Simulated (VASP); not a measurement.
Crystal: TiO2.

```
CELL_PARAMETERS angstrom
4.59984 0.00000 0.00000
0.00000 4.59984 0.00000
0.00000 0.00000 2.95921
ATOMIC_POSITIONS crystal
Ti 0.00000 0.00000 0.50000
Ti 0.50000 0.50000 0.00000
O 0.30432 0.30432 0.50000
O 0.19568 0.80432 0.00000
O 0.80432 0.19568 0.00000
O 0.69568 0.69568 0.50000
```

The cell is a database's computed one.

Base run:

* Program: VASP 6.6.1
* Functional: PBE
* Potentials or basis: VASP PAW PBE potentials, release 64 (Ti_sv_GW, O_GW)
* Cutoff: 450 eV
* k mesh: 6 × 6 × 8
* Occupations: gaussian, width 0.02 eV
* Spin: no spin polarisation

Its results: band gap on the k mesh 1.87 eV, direct.

Question: The run is repeated on the same cell with these changes: functional from PBE to LDA; potentials or basis from VASP PAW PBE potentials, release 64 (Ti_sv_GW, O_GW) to VASP PAW LDA potentials, release 64 (Ti_sv, O); cutoff from 450 eV to 520 eV. What comes out?

Answer: Band gap on the k mesh 1.78 eV, direct.
